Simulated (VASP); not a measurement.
Here is the system:

```xyz
5
Lattice="-1.9344 1.9344 4.9368 1.9344 -1.9344 4.9368 1.9344 1.9344 -4.9368" Properties=species:S:1:pos:R:3 pbc="T T T"
Ca     0.0000     0.0000     0.0000
Co     1.9344     0.0000     2.4684
Co     0.0000     1.9344     2.4684
Si     0.0000     0.0000     6.2574
Si     0.0000     0.0000     3.6162
```

Level of theory: LDA (Ceperley-Alder, Perdew-Zunger), VASP's LDA PAW potentials (set 64) (plane waves; VASP 6.6.1). Numerical set-up: 300 eV cut-off, 8×8×8 Γ-centred mesh, Fermi-Dirac smearing of 0.10 eV, potentials Ca_sv Co Si.

At this cut-off the stress carries a Pulay error, which pulls relaxed volumes low.

Task: Which forces act on the atoms, in eV/Å?

Result: 
```
atom     Fx     Fy      Fz
----  -----  -----  ------
Ca1   0.000  0.000   0.000
Co2   0.000  0.000   0.000
Co3   0.000  0.000   0.000
Si4   0.000  0.000   0.099
Si5   0.000  0.000  -0.099
```

Task: Give the stress tensor in GPa (positive for a compressed cell).

Result: 
```
-5.89   0.00   0.00
 0.00  -5.89   0.00
 0.00   0.00  -5.37
```
The pressure is its mean diagonal, -5.72 GPa.

The structure comes from a computed database's CaCo2Si2 entry (I4/mmm); how it stands against other phases isn't given here. The cell was not relaxed at this level. The run is not spin-polarised, so no magnetic state was tried.
